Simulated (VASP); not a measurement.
Rh:

```
CELL_PARAMETERS angstrom
0.00000 1.90299 1.90299
1.90299 0.00000 1.90299
1.90299 1.90299 0.00000
ATOMIC_POSITIONS crystal
Rh 0.00000 0.00000 0.00000
```

- Program: VASP 6.6.1
- Task: relaxation of cell and atoms
- Functional: PBEsol
- Potentials or basis: VASP PAW PBE potentials, release 64 (Rh_pv)
- Cutoff: 480 eV
- k mesh: 18 × 18 × 18
- Occupations: gaussian, width 0.1 eV
- Spin: no spin polarisation

At the start: pressure -5.8 GPa; volume 13.78 Å³/atom.

Where does the relaxation end?

Over 4 steps the energy falls by 5.2 meV/atom and the volume is 13.50 Å³/atom (-2.0 %); space group Fm-3m (No. 225, to 0.05 Å).

The path:
| step | energy change (eV) | largest force (eV/Å) | pressure (GPa) | volume (Å³) |
| --- | --- | --- | --- | --- |
| 1 | 0.0000 | 0.0000 | -5.78 | 13.78 |
| 2 | 0.0306 | 0.0000 | 17.56 | 12.82 |
| 3 | -0.0052 | 0.0000 | -0.12 | 13.51 |
| 4 | -0.0052 | 0.0000 | -0.01 | 13.50 |

Final structure:
```
Rh
1.0
     0.00000    1.89000    1.89000
     1.89000    0.00000    1.89000
     1.89000    1.89000    0.00000
Rh
1
Direct
  0.00000 0.00000 0.00000
```

Caveat: the PAW data sets were made with another functional, which shifts forces and pressure a little.
